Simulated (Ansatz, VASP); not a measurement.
# Cross-check of ZnNi between VASP and Ansatz, part 2 of 2

One calculation is typed for both programs; each brings its own data sets. How far apart do they land? The cell is taken from a series of runs on this material, whose earlier steps may have relaxed, scaled, displaced or heated it; both programs get it as it stands.

VASP 6.6.1 and Ansatz 0.2.0.

So far: Starting point; VASP: zone-centre phonons, PBEsol.

### 3. Ansatz: zone-centre phonons, PBEsol

Level of this step: Ansatz beside VASP: Kohn-Sham DFT, plane waves, PBEsol (Ansatz).

Ansatz runs on its default PAW (the set named soft_2) files.

The same cell, functional, mesh and smearing now go to Ansatz, which takes its cutoff from its data sets.

Input file input.yaml:

```yaml
crystal:
  lattice:
    - [2.6585393806, 0.0, 0.0]
    - [0.0, 2.6585393806, 0.0]
    - [0.0, 0.0, 3.2441670669]
  atoms:
    - { symbol: Zn, position: [0.5, 0.5, 0.5] }
    - { symbol: Ni, position: [0.0, 0.0, 0.0] }
kpoints:
  mp_grid: { grid: [20, 20, 16] }
hamiltonian:
  xc: pbesol
scf:
  occupations: { method: fermi_dirac, width: 0.1 }
output:
  eigenvalues: true
phonons:
  method: dfpt
  qpoints: [[0, 0, 0], [0.0, 0.25, 0.0], [0.0, 0.5, 0.0]]
```

The run is started by

```
$ ansatz run input.yaml --threads 4 --pin off --max-ram 8192MiB --backend cpu --events-out ev --progress --plain --runs-dir out
```

Numbers of over 12 decimals in the logs are rounded to 6 here.

What it wrote:

```text
Engine: ansatz 0.2.0, aarch64-unknown-linux-gnu
Pseudopotentials: kind: paw
Pseudopotential: Zn, paw, valence charge 12, recommended cutoff 420 eV (normal), Zn.paw.azcp
Pseudopotential: Ni, paw, valence charge 18, recommended cutoff 420 eV (normal), Ni.paw.azcp
Functional definition: PBEsol
  exchange = pbesol_x
  correlation = pbesol_c
Crystal: 2 atoms, lattice volume = 22.929 Å³
Basis set: ecut = 420 eV, 455 PW (Γ), exchange–correlation on 36×36×48 points (8 copies of the dense FFT grid, shifted against one another)
Bands: 19, of which v1, the nominal top of the filled ones, is band 15 counted from 1 (14 counted from 0)
Symmetry: 16 space group operations
k-points: 594 of 6400
Non-local potential: Zn, projectors of the file, l = 0: 2, l = 1: 2, l = 2: 3, l = 3: 1
Non-local potential: Ni, projectors of the file, l = 0: 3, l = 1: 2, l = 2: 3, l = 3: 1
PAW form: soft (Blöchl's): semilocal exchange-correlation on the pseudo side does not see the compensation charge
PAW frozen core: Zn, regenerated for the run's functional, and the local potential with it (the file was generated under x = pbe(κ = 0.804, μ = 0.219515), c = pbe(β = 0.066725))
PAW frozen core: Ni, regenerated for the run's functional, and the local potential with it (the file was generated under x = pbe(κ = 0.804, μ = 0.219515), c = pbe(β = 0.066725))
PAW one-centre angular grid: Zn, 590 points (default); XC on 64 Gauss nodes
PAW one-centre angular grid: Ni, 590 points (default); XC on 64 Gauss nodes
Initial density: superposition of atomic densities (neutral atoms: chi_scale 0, normalization atom), corrected by the library's trained network
Initial wavefunctions: pseudopotential atomic-orbital guess
Functional: x = pbesol(κ = 0.804, μ = 0.123457), c = pbesol(β = 0.046)
SCF iter   1: F=—  HF=-9086.449569 eV  |F-HF|=—  |Δ(HF+E_count)|=         —  Δρ=2.53e-2  dr2=9.13e-2  ethr=1.77e-3  ⟨swp⟩=5.3  Hψ=49922  notcnv=0
preconditioner: auto → none  [metal: Δε(μ)=0.025 eV  Ē_g=11.624 eV  σ=0.100 eV  W_gap=0.06  n_scr=6 (ndim 8)  ℏωp=36.4 eV  f_vac=0.000  D(μ)=0.66/eV (n_scr^D=2)  sad-step TF]
SCF iter   2: F=—  HF=-9086.440051 eV  |F-HF|=—  |Δ(HF+E_count)|=   9.52e-3  Δρ=1.21e-2  dr2=2.41e-2  ethr=3.04e-4  ⟨swp⟩=2.0  Hψ=17910  notcnv=0  defer=7
SCF iter   3: F=—  HF=-9086.437530 eV  |F-HF|=—  |Δ(HF+E_count)|=   2.52e-3  Δρ=2.37e-3  dr2=7.17e-4  ethr=8.02e-5  ⟨swp⟩=1.3  Hψ=11748  notcnv=0  defer=7
SCF iter   4: F=—  HF=-9086.437177 eV  |F-HF|=—  |Δ(HF+E_count)|=   3.53e-4  Δρ=6.60e-4  dr2=5.61e-5  ethr=2.39e-6  ⟨swp⟩=2.0  Hψ=16953  notcnv=0  defer=7
SCF iter   5: F=—  HF=-9086.437157 eV  |F-HF|=—  |Δ(HF+E_count)|=   1.99e-5  Δρ=1.39e-4  dr2=1.16e-6  ethr=1.87e-7  ⟨swp⟩=2.1  Hψ=15849  notcnv=0  defer=7
SCF iter   6: F=—  HF=-9086.437159 eV  |F-HF|=—  |Δ(HF+E_count)|=   1.58e-6  Δρ=2.42e-5  dr2=3.26e-8  ethr=3.87e-9  ⟨swp⟩=2.0  Hψ=18748  notcnv=0  defer=7
SCF iter   7: F=—  HF=-9086.437159 eV  |F-HF|=—  |Δ(HF+E_count)|=   3.96e-8  Δρ=1.99e-6  dr2=2.60e-10  ethr=1.09e-10  ⟨swp⟩=2.0  Hψ=18635  notcnv=0  defer=7
SCF iter   8: F=-9086.437159 eV  HF=-9086.437159 eV  |F-HF|=3.64e-12  |Δ(HF+E_count)|=  1.11e-10  Δρ=1.98e-7  dr2=2.99e-12  ethr=1.00e-12  ⟨swp⟩=6.9  Hψ=60234  notcnv=0
SCF 1 converged in 8 iterations: F = -9086.437159 eV  dr2 = 2.99e-12
  greatest PAW one-centre occupation: 1.001 electrons in one spin orbital (limit 2), on the Ni atom at site 1 (counted from 0), in its partial waves of l = 1
NSCF: frozen V_eff on 594 k-points
WARN: eigensolver did not converge in 7 slots of this pass, the one above among them; of largest residual over every band (k=93): 1 band(s) unlocked (lowest unlocked band 18, counted from 0; max residual 1.62e-4 eV among the unlocked bands, 1.62e-4 eV over every band); of lowest unlocked band (k=93): band 18
NSCF: frozen V_eff on 1089 k-points
DFPT response loops at q = (0, 0, 0) (fractional): preconditioner auto → Kerker (q_TF=auto, 2.853 Å⁻¹) (partly filled bands, converged f_vac=0.000); β = 1.00, the filter's whole step (`scf.mixing.beta` (0.50) is not read by the response loops under this deck's `scf.mixing.preconditioner`; to damp them name `kerker` or `kerker_dos`, under which they read `scf.mixing.beta`, and type it under 1.00, their step now; both keys bind the ground state too); Broyden in place of MSR1
NSCF: frozen V_eff on 3960 k-points
DFPT response loops at q = (0, 0.25, 0) (fractional): mixed as the last ones told, above
NSCF: frozen V_eff on 2178 k-points
DFPT response loops at q = (0, 0.5, 0) (fractional): mixed as the last ones told, above
SCF converged after 8 iterations
Free energy (F): -9086.437159 eV
Harris-Foulkes:  -9086.437159 eV  (|F-HF|=3.64e-12)
Internal energy: -9086.415770 eV  (E = F + TS)
E sigma→0 (E₀):  -9086.426464 eV
Entropy (-TS):   -0.021389 eV (-10.695 meV/atom)
Fermi energy:    15.819026 eV
--- Per-component energies (eV) ---
  E_band       = -210.846972
  E_kinetic    = 418.182150
  E_local      = -5024.064191  (includes V_loc(G=0)·N_el)
  E_nonlocal   = 1251.079768
  E_hartree    = 2113.795285
  E_xc         = -222.290766
  E_vxc        = -164.593092  (∫ρ·V_xc dr)
  E_paw        = -3385.154516  (= ΣΔE_a)
  E_vpaw       = -919.042406  (= ΣTr[D̂ρ^β])
  E_aug_tail   = 0.000166  (compensation charges beyond the density's cutoff)
  E_ewald      = -4238.958310
  E_core_change = 0.994644  (= ΣΔE_core)
  E_smearing   = -0.021389  (= −TS)
  E_closure    = -0.000000  (closes the sum)
  Σ components = -9086.437159   (vs F -9086.437159, Δ=0.00e0)
--- Band table (eV; the first three rows and the last of 594) ---
  k-point 0: bands = [... 11 lower, 13.5782, 14.9194, 14.9194, 15.1991, 18.8775, 25.1608, 25.9163, 25.9163]
  k-point 1: bands = [... 11 lower, 13.5513, 14.9001, 14.9001, 15.1974, 18.4858, 25.6670, 26.0089, 26.0089]
  k-point 2: bands = [... 11 lower, 13.4577, 14.8457, 14.8457, 15.1927, 17.5888, 26.2815, 26.2815, 26.9164]
  k-point 593: bands = [... 11 lower, 12.6051, 15.0075, 15.6200, 21.3483, 21.3830, 21.3830, 21.4180, 21.4180]
--- Phonons (Γ-DFPT): 4 representative perturbations + reference (Σ response iterations 14) ---
  ASR residual: 6.512e-4 → 0.000e0 eV/Å²; symmetrization residual: 1.545e-6 eV/Å²
  ASR residual per site (eV/Å²): 7.26e-6 6.51e-4
  Γ frequencies (cm⁻¹): 0.00 0.00 0.00 222.47 222.47 267.01
  non-analytic LO–TO correction: not included (Born effective charges unavailable; polar crystals: no LO–TO splitting at Γ)
--- Phonons (arbitrary-q DFPT): 3 explicit q-points ---
  q = [0, 0, 0] (of the zone-centre solve; hermiticity 3.81e-7, symmetrization 8.52e-13): -0.00 -0.00 0.00 222.47 222.47 267.01
  q = [0, 0.25, 0] (6 solved perturbations on 1980 of 6400 k-point pairs; hermiticity 1.34e-6, symmetrization 3.41e-14): 87.83 109.63 148.53 206.45 233.53 246.90
  q = [0, 0.5, 0] (6 solved perturbations on 1089 of 6400 k-point pairs; hermiticity 7.02e-14, symmetrization 2.24e-14): 155.66 166.94 186.54 199.70 215.10 233.90
  sum rule: each row above includes the acoustic sum rule's correction from the zone centre's row sums; it moved no ω² by more than (1.74 cm⁻¹)²
```

The column dr2 measures how far the density is from self-consistency, as an energy; F and HF (Harris–Foulkes) agree once it is small.

### 4. Side by side

Known differences besides the potentials themselves: the data sets hold 30 valence electrons in Ansatz (on its default PAW (the set named soft_2) files) and 22 in VASP; the cutoff is 420 eV in Ansatz and 600 eV in VASP; Ansatz makes its cores anew for this functional, VASP keeps those of its PBE data sets. Total energies have different zeros and are not compared.

Both answers:

| quantity | Ansatz | VASP | difference |
| --- | --- | --- | --- |
| optical mode 1 to 2 (cm⁻¹) | 222.5 | 223.7 | -0.53 % |
| optical mode 3 (cm⁻¹) | 267.0 | 268.7 | -0.64 % |

Modes are paired by rising frequency, not by their patterns, so a pair may set unlike modes beside each other; they are those without the splitting of longitudinal modes.

### 5. Outcome

- r.m.s. difference of the optical zone-centre modes, each program's sorted by frequency (zone-centre phonons, PBEsol): 1.4 cm⁻¹
- difference in optical mode 3 (zone-centre phonons, PBEsol): -0.6 %

The r.m.s. difference of the optical zone-centre modes, each program's sorted by frequency is 1.4 cm⁻¹ (zone-centre phonons, PBEsol). The data sets hold unlike numbers of valence electrons (30 in Ansatz and 22 in VASP), so part of the differences comes from the potentials. Among the rows given in per cent, the largest difference of the zone-centre phonons, PBEsol pair is in optical mode 3, -0.6 %. How closely two codes agree says nothing of how well the functional describes the real material.

[Lines on the potential files, build, host, timing and source positions are cut from VASP's logs without a mark.]

[Logs are printed without paths, hosts, clocks, repeated set-up lines and the standing remarks that a program may print on its own settings, such as how far it seeks lower states.]

[Hosts, paths, dates, database ids (printed as entryN), source tags and the programs' standing remarks are cut or masked in the printed files.]
